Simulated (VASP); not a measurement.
Calculation: PBEsol GGA, VASP's PBE PAW potentials (set 64) (plane waves; VASP).

Input for VASP

### KPOINTS
```
Automatic mesh
0
Gamma
8 8 8
0 0 0
```

### INCAR
```
SYSTEM = La2O3
PREC = Accurate
ENCUT = 280
EDIFF = 1E-03
NELM = 100
ALGO = Normal
LREAL = .FALSE.
LASPH = .TRUE.
ISMEAR = 1
SIGMA = 0.272
GGA = PS
LMAXMIX = 6
LWAVE = .FALSE.
LCHARG = .FALSE.
ISIF = 2
```

POSCAR:
```
La2O3
1
    3.9307800000     0.0000000000     0.0000000000
   -1.9653900000     3.4041550000     0.0000000000
    0.0000000000     0.0000000000     6.1119500000
La O
2 3
Direct
  0.6712080000   0.3217320000   0.7539120000
  0.3179710000   0.6545930000   0.2386980000
  0.6592610000   0.3366510000   0.3512890000
  0.3272580000   0.6685180000   0.6488690000
  0.0243020000   0.0185070000   0.0072320000
```

POTCAR, in this order: La O (PBE.64 set). Program: vasp_std.

Output

File OSZICAR:
```
       N       E                     dE             d eps       ncg     rms          rms(c)
DAV:   1     0.391957325568E+03    0.39196E+03   -0.10669E+04 12640   0.149E+03
DAV:   2     0.642344402638E+02   -0.32772E+03   -0.32367E+03 18160   0.376E+02
DAV:   3    -0.331031201803E+02   -0.97338E+02   -0.95313E+02 23056   0.174E+02
DAV:   4    -0.470282452829E+02   -0.13925E+02   -0.13940E+02 21808   0.740E+01
DAV:   5    -0.478242084728E+02   -0.79596E+00   -0.79451E+00 23688   0.214E+01    0.118E+01
DAV:   6    -0.442051297489E+02    0.36191E+01   -0.25687E+01 19360   0.304E+01    0.696E+00
DAV:   7    -0.440874190137E+02    0.11771E+00   -0.24985E+00 23240   0.158E+01    0.368E+00
DAV:   8    -0.439935703682E+02    0.93849E-01   -0.35820E-01 21232   0.514E+00    0.888E-01
DAV:   9    -0.439846807073E+02    0.88897E-02   -0.61805E-02 22936   0.201E+00    0.277E-01
DAV:  10    -0.439863038099E+02   -0.16231E-02   -0.19124E-02 19536   0.964E-01    0.154E-01
DAV:  11    -0.439867933508E+02   -0.48954E-03   -0.37308E-03 12568   0.561E-01
   1 F= -.43986793E+02 E0= -.43998339E+02  d E =0.346357E-01
```

OUTCAR:
```
------------------------ aborting loop because EDIFF is reached ----------------------------------------
  FORCE on cell =-STRESS in cart. coord.  units (eV):
  Direction    XX          YY          ZZ          XY          YZ          ZX
  --------------------------------------------------------------------------------------
  Total      -21.1514410    -21.1127363    -21.1737821      0.4486536      0.0416609     -0.2608014
  in kB     -414.3646375   -413.6063992   -414.8023088      8.7892922      0.8161521     -5.1091976
  external PRESSURE =    -414.2577818 kB  Pullay stress =       0.0000000 kB
  volume of cell :       81.78
      direct lattice vectors                 reciprocal lattice vectors
     3.930780000  0.000000000  0.000000000     0.254402434  0.146879328  0.000000000
    -1.965390000  3.404155000  0.000000000     0.000000000  0.293758657  0.000000000
     0.000000000  0.000000000  6.111950000     0.000000000  0.000000000  0.163613904
 POSITION                                       TOTAL-FORCE (eV/Angst)
 -----------------------------------------------------------------------------------
      2.00604      1.09523      4.60787        -0.375946      0.204641     -0.512759
     -0.03666      2.22834      1.45891         0.073733      0.233445      0.625485
      1.92976      1.14601      2.14706         0.189403     -0.160853      0.159583
     -0.02752      2.27574      3.96585         0.337020     -0.141228     -0.023408
      0.05915      0.06300      0.04420        -0.224210     -0.136004     -0.248901
 -----------------------------------------------------------------------------------
    total drift:                                0.007794      0.008428      0.004967
  FREE ENERGIE OF THE ION-ELECTRON SYSTEM (eV)
  ---------------------------------------------------
  free  energy   TOTEN  =       -43.9867933508 eV

  energy  without entropy=      -44.0214290942  energy(sigma->0) =      -43.99833860
```
(Selected blocks of OUTCAR.)

At this cut-off the stress carries a Pulay error, which pulls relaxed volumes low.

The structure comes from a computed database's La2O3 entry; how it stands against other phases isn't given here. The cell was not relaxed at this level, atoms are displaced from their ideal sites. The run is one of a series of settings (EDIFF = 1E-03, ENCUT = 280, ISMEAR = 1, SIGMA = 0.272, KPOINTS 8×8×8 Γ-centred mesh against the base run), some of them coarse on purpose.
